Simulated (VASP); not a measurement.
Method: LDA (Ceperley-Alder, Perdew-Zunger) with spin-orbit coupling, VASP's LDA PAW potentials (set 64) (plane waves; VASP).

A VASP calculation is set up with these files.

POSCAR:
```
Zr
1
    3.1852960000     0.0000000000     0.0000000000
   -1.5926480000     2.7585480000     0.0000000000
    0.0000000000     0.0000000000    10.2487130000
Zr
4
Direct
  0.0000000000   0.0000000000   0.0000000000
  0.0000000000   0.0000000000   0.5000000000
  0.3333330000   0.6666670000   0.2500000000
  0.6666670000   0.3333330000   0.7500000000
```

**KPOINTS**
```
Automatic mesh
0
G
 10 10 3
0 0 0
```

**INCAR**
```
LCHARG=F
ISIF=2
LNONCOLLINEAR=T
NELM=100   ! most electronic steps
LREAL=F   ! projection in real space or not
SYSTEM=Zr
LWAVE=F
GGA_COMPAT=F
MAGMOM=0.0 0.0 0.0 0.0 0.0 0.0 0.0 0.0 0.0 0.0 0.0 0.0
LORBIT=11   ! lm-projected
SIGMA=0.2
LSORBIT=T
EDIFF=1E-6
ENCUT=300
PREC=Accurate
LMAXMIX=4
ISMEAR=0
LASPH=T   ! aspherical one-centre terms
ALGO=Normal
```

POTCAR, in this order: Zr_sv (LDA.64 set). Program: vasp_ncl.

Output of the run:

OSZICAR:
```
       N       E                     dE             d eps       ncg     rms          rms(c)
DAV:   1     0.387624309172E+03    0.38762E+03   -0.19512E+04  3184   0.116E+03
DAV:   2     0.303798227744E+01   -0.38459E+03   -0.37519E+03  3464   0.411E+02
DAV:   3    -0.344383234314E+02   -0.37476E+02   -0.36218E+02  4856   0.844E+01
DAV:   4    -0.384976247386E+02   -0.40593E+01   -0.39904E+01  4744   0.267E+01
DAV:   5    -0.387676352396E+02   -0.27001E+00   -0.26715E+00  4272   0.550E+00    0.216E+01
DAV:   6    -0.375508990481E+02    0.12167E+01   -0.19193E+00  3920   0.946E+00    0.865E+00
DAV:   7    -0.372970779831E+02    0.25382E+00   -0.10660E+00  3912   0.628E+00    0.148E+00
DAV:   8    -0.372993171969E+02   -0.22392E-02   -0.12238E-01  4192   0.222E+00    0.110E+00
DAV:   9    -0.373005706317E+02   -0.12534E-02   -0.76866E-02  4120   0.196E+00    0.358E-01
DAV:  10    -0.372969830725E+02    0.35876E-02   -0.18979E-02  4064   0.106E+00    0.126E-01
DAV:  11    -0.372969643562E+02    0.18716E-04   -0.15085E-03  4224   0.209E-01    0.345E-02
DAV:  12    -0.372969407514E+02    0.23605E-04   -0.85808E-05  4624   0.656E-02    0.224E-02
DAV:  13    -0.372969346136E+02    0.61379E-05   -0.12339E-05  4200   0.251E-02    0.273E-03
DAV:  14    -0.372969343791E+02    0.23444E-06   -0.10231E-06  2752   0.596E-03
   1 F= -.37296934E+02 E0= -.37236341E+02  d E =-.121187E+00  mag=    -0.0000     0.0000    -0.0000
```

OUTCAR:
```
------------------------ aborting loop because EDIFF is reached ----------------------------------------
  FORCE on cell =-STRESS in cart. coord.  units (eV):
  Direction    XX          YY          ZZ          XY          YZ          ZX
  --------------------------------------------------------------------------------------
  Total       -2.3172995     -2.3173008     -1.7611845     -0.0000000     -0.0000000     -0.0000000
  in kB      -41.2280770    -41.2280992    -31.3339937     -0.0000000     -0.0000000     -0.0000000
  external PRESSURE =     -37.9300566 kB  Pullay stress =       0.0000000 kB
  volume of cell :       90.05
      direct lattice vectors                 reciprocal lattice vectors
     3.185296000  0.000000000  0.000000000     0.313942566  0.181254776  0.000000000
    -1.592648000  2.758548000  0.000000000     0.000000000  0.362509552  0.000000000
     0.000000000  0.000000000 10.248713000     0.000000000  0.000000000  0.097573227
 POSITION                                       TOTAL-FORCE (eV/Angst)
 -----------------------------------------------------------------------------------
      0.00000      0.00000      0.00000        -0.000000      0.000000     -0.000000
      0.00000      0.00000      5.12436        -0.000000      0.000000     -0.000000
     -0.00000      1.83903      2.56218         0.000000      0.000000      0.000000
      1.59265      0.91952      7.68653        -0.000000      0.000000     -0.000000
 -----------------------------------------------------------------------------------
    total drift:                                0.000000     -0.000000      0.000000
  FREE ENERGIE OF THE ION-ELECTRON SYSTEM (eV)
  ---------------------------------------------------
  free  energy   TOTEN  =       -37.2969343791 eV

  energy  without entropy=      -37.1757469507  energy(sigma->0) =      -37.23634066

 total charge

# of ion       s       p       d       tot
------------------------------------------
    1        2.239   5.951   1.689   9.880
    2        2.239   5.951   1.689   9.880
    3        2.235   5.954   1.692   9.882
    4        2.235   5.954   1.692   9.882
--------------------------------------------------
tot          8.949  23.811   6.763  39.522

 magnetization (x)

# of ion       s       p       d       tot
------------------------------------------
    1        0.000   0.000   0.000   0.000
    2        0.000  -0.000   0.000   0.000
    3        0.000   0.000   0.000   0.000
    4        0.000   0.000   0.000   0.000
--------------------------------------------------
tot          0.000  -0.000   0.000   0.000

 magnetization (y)

# of ion       s       p       d       tot
------------------------------------------
    1       -0.000   0.000   0.000   0.000
    2       -0.000   0.000   0.000  -0.000
    3       -0.000   0.000   0.000   0.000
    4       -0.000   0.000   0.000   0.000
--------------------------------------------------
tot         -0.000   0.000   0.000   0.000

 magnetization (z)

# of ion       s       p       d       tot
------------------------------------------
    1        0.000  -0.000   0.000   0.000
    2        0.000  -0.000   0.000   0.000
    3        0.000   0.000   0.000   0.000
    4        0.000   0.000   0.000   0.000
--------------------------------------------------
tot          0.000  -0.000   0.000   0.000

 Ion:    1  E_soc:     -0.1485551

 Ion:    2  E_soc:     -0.1485551

 Ion:    3  E_soc:     -0.1478014

 Ion:    4  E_soc:     -0.1478014
```
(Selected blocks of OUTCAR.)

At this cut-off the stress carries a Pulay error, which pulls relaxed volumes low.

The structure was generated: Zr was put into an ordered model structure, which need not be its known phase. The cell was not relaxed at this level. The run is one of a series of settings (GGA_COMPAT = .FALSE., LNONCOLLINEAR = .TRUE., LSORBIT = .TRUE., MAGMOM = 0.0 0.0 0.0 0.0 0.0 0.0 0.0 0.0 0.0 0.0 0.0 0.0, program vasp_ncl against the base run), some of them coarse on purpose.
